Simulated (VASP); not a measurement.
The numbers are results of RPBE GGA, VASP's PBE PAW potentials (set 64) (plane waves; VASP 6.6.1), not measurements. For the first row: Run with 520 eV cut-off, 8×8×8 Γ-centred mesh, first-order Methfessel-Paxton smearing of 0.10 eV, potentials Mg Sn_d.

```
system                energy (eV/atom)
--------------------  ----------------
Mg2Sn (antifluorite)           -2.2382
Mg (hcp)                       -1.3361
Sn (beta)                      -3.4376
```

The references are the elements' solids at the same level; no temperature or zero-point terms are added.

### Question
What is the formation energy per atom of Mg2Sn?

### Answer
The references average (2×(-1.3361) + 1×(-3.4376))/3 = -2.0366 eV, so the formation energy is -2.2382 − (-2.0366) = -0.202 eV/atom.
